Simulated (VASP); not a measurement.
Here is the system:

```
CELL_PARAMETERS angstrom
      4.03589     0.00000     0.00000
      0.00000     4.03589     0.00000
      0.00000     0.00000     4.03589
ATOMIC_POSITIONS crystal
  Cs 0.00000 0.00000 0.00000
  Cl 0.50000 0.50000 0.50000
```

Calculation: SCAN meta-GGA, VASP's PBE PAW potentials (set 64) (plane waves; VASP). Settings: 520 eV cut-off, 7×7×7 Γ-centred mesh, Gaussian smearing of 0.050 eV, potentials Cs_sv Cl.

Task: Give the stress tensor in GPa (positive for a compressed cell).

Result: 
```
1.47  0.00  0.00
0.00  1.47  0.00
0.00  0.00  1.47
```
The pressure is its mean diagonal, 1.47 GPa.

The compound is CsCl in the CsCl type structure. This cell is one point of a volume scan, at 0.94 of the reference volume.
